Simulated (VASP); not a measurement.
Calculation: PBEsol GGA with spin-orbit coupling, VASP's PBE PAW potentials (set 64) (plane waves; VASP 6.6.1).

The input files of a VASP run:

File KPOINTS:
```
Regular mesh
0
G
  12 12 12
```

### POSCAR
```
ZrC
1.0
  0.0000000000   2.3360033734   2.3360033734
  2.3360033734   0.0000000000   2.3360033734
  2.3360033734   2.3360033734   0.0000000000
Zr C
1 1
Cartesian
  0.0000000000   0.0000000000   0.0000000000
  2.3360033734   2.3360033734   2.3360033734
```

**INCAR**
```
ALGO=Normal
EDIFF=1E-6
ENCUT=520
GGA=PS
GGA_COMPAT=F
ISMEAR=0
LASPH=T
LCHARG=F
LMAXMIX=4
LREAL=F
LSORBIT=T
LWAVE=F
MAGMOM=6*0
NELM=100
PREC=Accurate
SIGMA=0.05
SYSTEM=ZrC
```

### KPOINTS_OPT
```
k-points along high-symmetry lines
8
Line-mode
Reciprocal
  0.000000   0.000000   0.000000 ! GAMMA
  0.500000   0.000000   0.500000 ! X

  0.500000   0.000000   0.500000 ! X
  0.625000   0.250000   0.625000 ! U

  0.375000   0.375000   0.750000 ! K
  0.000000   0.000000   0.000000 ! GAMMA

  0.000000   0.000000   0.000000 ! GAMMA
  0.500000   0.500000   0.500000 ! L

  0.500000   0.500000   0.500000 ! L
  0.500000   0.250000   0.750000 ! W

  0.500000   0.250000   0.750000 ! W
  0.500000   0.000000   0.500000 ! X
```

POTCAR, in this order: Zr_sv C (PBE.64 set). Program: vasp_ncl.

### Question
What will the output report for the number of irreducible k-points (NKPTS), number of bands (NBANDS), largest plane-wave count, number of space-group operations, FFT grid (NGX, NGY, NGZ)?

### Answer

```yaml
number of irreducible k-points (NKPTS): 72
number of bands (NBANDS): 24
largest_plane_wave_count: 1402
number_of_space_group_operations: 48
FFT grid (NGX, NGY, NGZ): 28 × 28 × 28
```

The compound is ZrC in the rock salt structure. It was relaxed first.
